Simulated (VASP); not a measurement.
A run of VASP 6.6.1 is set up as follows.

File INCAR:

```
SYSTEM = Ru
ALGO = Normal
DIPOL = 0.5 0.5 0.500
EDIFF = 1E-6
ENCUT = 520
ICORELEVEL = 1
IDIPOL = 3
ISIF = 2
ISMEAR = 1
LASPH = .True.
LCHARG = .False.
LDIPOL = .True.
LREAL = .False.
LUSENCCL = .False.
LVACPOTAV = .True.
LVHAR = .True.
LWAVE = .False.
NBANDS = 96
NELM = 80
PREC = Accurate
SIGMA = 0.1
```

KPOINTS

```
k-points
0
Gamma
  14 9 1
  0 0 0
```

Contents of POSCAR:

```
Ru                                      
1.0
    2.6745381300      0.0000000000      0.0000000000
    0.0000000000      4.2350900000      0.0000000000
    0.0000000000      0.0000000000     27.3531636200
  Ru            
    12
Direct
     0.9999994400000034    0.7500000000000000    0.2780464243166454
     0.5000004199999992    0.2500000000000000    0.3022843040361144
     0.4999993899999993    0.7500000000000000    0.3585318521544430
     0.0000003700000022    0.2500000000000000    0.3866402669585424
     0.9999993400000022    0.7500000000000000    0.4436452904679726
     0.5000003199999981    0.2500000000000000    0.4717363169175692
     0.4999992899999981    0.7500000000000000    0.5282636830824309
     0.0000002800000019    0.2500000000000000    0.5563547095320275
     0.9999992400000011    0.7500000000000000    0.6133597330414575
     0.5000002299999977    0.2500000000000000    0.6414681478455571
     0.4999991999999978    0.7500000000000000    0.6977156959638858
     0.0000001800000007    0.2500000000000000    0.7219535756833546
```

Potentials or basis: VASP PAW LDA potentials, release 64 (Ru_pv).

Command:

```console
$ cat potpaw_LDA.64/Ru_pv/POTCAR > POTCAR
$ mpirun -np 1 vasp_std > vasp.out
```

Problem. Estimate the largest force.

Solution. 0.012 eV/Å.

Problem. What does it give for the band gap on the k mesh?

Solution. None (metal or under the smearing width).

Problem. Predict the work function of the lower face.

Solution. 5.14 eV.

Problem. What does it give for the work function of the upper face?

Solution. 5.14 eV.

Forces on the atoms (eV/Å):
```
Ru   0.000  0.000 -0.007
Ru   0.000  0.000  0.012
Ru   0.000  0.000 -0.011
Ru   0.000  0.000 -0.004
Ru   0.000  0.000  0.004
Ru   0.000  0.000 -0.001
Ru   0.000  0.000  0.001
Ru   0.000  0.000 -0.004
Ru   0.000  0.000  0.004
Ru   0.000  0.000  0.011
Ru   0.000  0.000 -0.012
Ru   0.000  0.000  0.007
```
